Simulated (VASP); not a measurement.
Data:

```
CoGa
1.0
    2.93760     0.00000     0.00000
    0.00000     2.93760     0.00000
    0.00000     0.00000     2.93760
Ga Co
1 1
Direct
  0.50000   0.50000   0.50000
  0.00000   0.00000   0.00000
```

Method: PBE GGA + U (Dudarev), VASP's PBE PAW potentials (set 64) (plane waves; VASP). Numerical set-up: 400 eV cut-off, 11×11×11 Γ-centred mesh, first-order Methfessel-Paxton smearing of 0.10 eV, potentials Ga_d Co, U − J: Co 3.00 eV.

Task: Estimate the energy per atom (σ→0), pressure, band gap (on the k-mesh) with the smallest direct gap where there is one.

Result: 
```json
{
 "band gap (on the k-mesh)": "none (metal, semimetal or under 0.01 eV)",
 "energy per atom (σ→0)": "-373.6 kJ/mol of atoms",
 "pressure": "-12.85 GPa"
}
```

Only differences to runs with the same potentials and settings are physical.

The compound is CoGa in the CsCl type structure. The cell was not relaxed at this level. The run is one of a series of settings (LDAU = .TRUE., LDAUJ = 0 0, LDAUL = -1 2, LDAUTYPE = 2, LDAUU = 0 3.0 against the base run), some of them coarse on purpose. The run is not spin-polarised, so no magnetic state was tried.
